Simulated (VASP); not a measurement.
```yaml
crystal:
  lattice:
    - [2.80000, 0.00000, 0.00000]
    - [0.00000, 2.80000, 0.00000]
    - [0.00000, 0.00000, 3.67000]
  atoms:
    - { symbol: Cu, position: [0.00000, 0.00000, 0.00000] }
    - { symbol: Au, position: [0.50000, 0.50000, 0.50000] }
```

The base run (VASP): PBE GGA, plane waves, VASP's PBE PAW potentials (set 64). Settings: 400 eV cut-off, 12×12×9 Γ-centred mesh, first-order Methfessel-Paxton smearing of 0.10 eV, potentials Cu Au.

One setting is varied; ΔE counts from the most expensive setting. The base run took about 10 core-seconds. Times come from single runs on busy shared machines, so they are rough: good to a factor of about 2.

Pressures at a finite cut-off, here 400 eV, hold a Pulay part, which wasn't tested here.

```json
[
 {"setting": "KPOINTS 4×4×3 Γ-centred mesh", "cost over the base run": "about 1/5", "electronic steps": "13", "ΔE (meV/atom)": "104.2", "pressure (GPa)": "7.13"},
 {"setting": "KPOINTS 1×1×1 Γ-centred mesh", "cost over the base run": "about 1/4", "electronic steps": "17", "ΔE (meV/atom)": "-2588.3", "pressure (GPa)": "15.77"},
 {"setting": "KPOINTS 9×9×7 Γ-centred mesh", "cost over the base run": "about 1/2", "electronic steps": "13", "ΔE (meV/atom)": "-7.6", "pressure (GPa)": "6.09"},
 {"setting": "KPOINTS 6×6×4 Γ-centred mesh", "cost over the base run": "within a factor of 2", "electronic steps": "14", "ΔE (meV/atom)": "25.6", "pressure (GPa)": "6.84"},
 {"setting": "KPOINTS 8×8×6 Γ-centred mesh", "cost over the base run": "within a factor of 2", "electronic steps": "13", "ΔE (meV/atom)": "6.6", "pressure (GPa)": "6.72"},
 {"setting": "base run", "cost over the base run": "reference", "electronic steps": "13", "ΔE (meV/atom)": "2.4", "pressure (GPa)": "6.35"},
 {"setting": "KPOINTS 16×16×12 Γ-centred mesh", "cost over the base run": "…", "electronic steps": "13", "ΔE (meV/atom)": "…", "pressure (GPa)": "6.35"},
 {"setting": "KPOINTS 18×18×14 Γ-centred mesh", "cost over the base run": "about 3 times", "electronic steps": "13", "ΔE (meV/atom)": "0.0", "pressure (GPa)": "6.38"}
]
```

Q: Fill in the missing entries.

A: 
- KPOINTS 16×16×12 Γ-centred mesh, cost over the base run: about 2 times
- KPOINTS 16×16×12 Γ-centred mesh, ΔE (meV/atom): 0.1

Left out are runs that failed, have no time on record or changed the cell.

The compound is CuAu in the L1_0 structure. The cell was not relaxed at this level.
